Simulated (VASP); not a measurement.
GW runs with VASP on CaSe (rock salt), on PBE orbitals with a Kohn-Sham gap of 2.03 eV on the mesh.

```xyz
2
Lattice="0.0000 2.9600 2.9600 2.9600 0.0000 2.9600 2.9600 2.9600 0.0000" Properties=species:S:1:pos:R:3 pbc="T T T"
Ca     0.0000     0.0000     0.0000
Se     2.9600     2.9600     2.9600
```

Run with PREC = Normal, 500 eV cut-off, 4×4×4 Γ-centred mesh, Gaussian smearing of 0.010 eV, potentials Ca_sv_GW Se_GW.

The mesh is coarse and the basis finite, so the quasiparticle values are not converged.

| run | level | NBANDS | ENCUTGW (eV) | QP gap (eV) | smallest direct QP gap (eV) |
|---|---|---|---|---|---|
| run 1 | G0W0@PBE, 1 step(s) | 100 | 150 | 3.63 | 4.58 |
| run 2 | G0W0@PBE, 1 step(s) | 240 | 250 | 3.75 | 4.67 |
| run 3 | G0W0@PBE, 1 step(s) | 320 | 300 | (withheld) | (withheld) |

**Question.** Fill in the missing entries.

**Answer.** 
- run 3, QP gap (eV): 3.78
- run 3, smallest direct QP gap (eV): 4.68

Left out are failed runs and those that VASP or the mesh makes unfit.

The compound is CaSe in the rock salt structure. The cell was not relaxed at this level.
